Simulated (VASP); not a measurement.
Here is the system:

```
CELL_PARAMETERS angstrom
      4.00731     0.00000     0.00000
      0.00000     4.00731     0.00000
      0.00000     0.00000     4.99569
ATOMIC_POSITIONS crystal
  Pb 0.50000 0.00000 0.76396
  Pb 0.00000 0.50000 0.23604
  O  0.50000 0.50000 0.00000
  O  0.00000 0.00000 0.00000
```

Level of theory: optB88-vdW, VASP's PBE PAW potentials (set 64) (plane waves; VASP). Numerical set-up: 520 eV cut-off, 6×6×5 Γ-centred mesh, Gaussian smearing of 0.050 eV, potentials Pb_d O.

Problem. The ions and cell shape at fixed volume are relaxed. What does this cell relax into?

Solution. 
```
CELL_PARAMETERS angstrom
      4.04258     0.00000     0.00000
      0.00000     4.04258     0.00000
      0.00000     0.00000     4.90891
ATOMIC_POSITIONS crystal
  Pb 0.50000 0.00000 0.75787
  Pb 0.00000 0.50000 0.24213
  O  0.50000 0.50000 0.00000
  O  0.00000 0.00000 0.00000
```
Space group P4/nmm (129), at a tolerance of 0.03 Å.

Problem. How much energy does the relaxation gain?

Solution. The energy (σ→0) changes by -3.6 meV/atom, in 5 ionic steps.

The compound is PbO in the litharge structure. This cell is one point of a volume scan, at 0.97 of the reference volume. Symmetry was kept, so distortions that lower it aren't found.
